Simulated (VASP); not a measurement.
Here is the system:

```xyz
5
Lattice="3.8322 0.0000 0.0000 0.0000 3.8322 0.0000 0.0000 0.0000 3.8322" Properties=species:S:1:pos:R:3 pbc="T T T"
Sr     0.0000     0.0000     0.0000
Ti     1.9161     1.9161     1.9161
O      1.9161     0.0000     1.9161
O      0.0000     1.9161     1.9161
O      1.9161     1.9161     0.0000
```

The numbers are results of PBEsol GGA, VASP's PBE PAW potentials (set 64) (plane waves; VASP 6.6.1), not measurements. Numerical set-up: 620 eV cut-off, 6×6×6 Γ-centred mesh, Gaussian smearing of 0.050 eV, potentials Sr_sv Ti_sv O.

Energy and stress use the plane-wave basis of the starting cell.

Problem. The ions, cell shape and volume at an external pressure of 20.0 GPa are relaxed. What does this cell relax into?

Solution. 
```xyz
5
Lattice="3.7816 0.0000 0.0000 0.0000 3.7816 0.0000 0.0000 0.0000 3.7816" Properties=species:S:1:pos:R:3 pbc="T T T"
Sr     0.0000     0.0000     0.0000
Ti     1.8908     1.8908     1.8908
O      1.8908     0.0000     1.8908
O      0.0000     1.8908     1.8908
O      1.8908     1.8908     0.0000
```
Space group Pm-3m (221), at a tolerance of 0.03 Å.

Problem. How do energy and volume change from the first to the last step?

Solution. The energy (σ→0) changes by +40.4 meV/atom and the volume by -3.9 %, in 3 ionic steps.

```tsv
step	E(σ→0) (eV)	max force (eV/Å)	pressure (GPa)	volume (Å³)
1	-41.9332	0.000	9.95	56.28
2	-41.1210	0.000	39.43	50.72
3	-41.7312	0.000	19.85	54.08
```

The compound is SrTiO3 in the cubic perovskite structure, the ideal cubic form; the compound distorts at low or room temperature. This run relaxes it under an external pressure of 20 GPa. Symmetry was kept, so distortions that lower it aren't found.
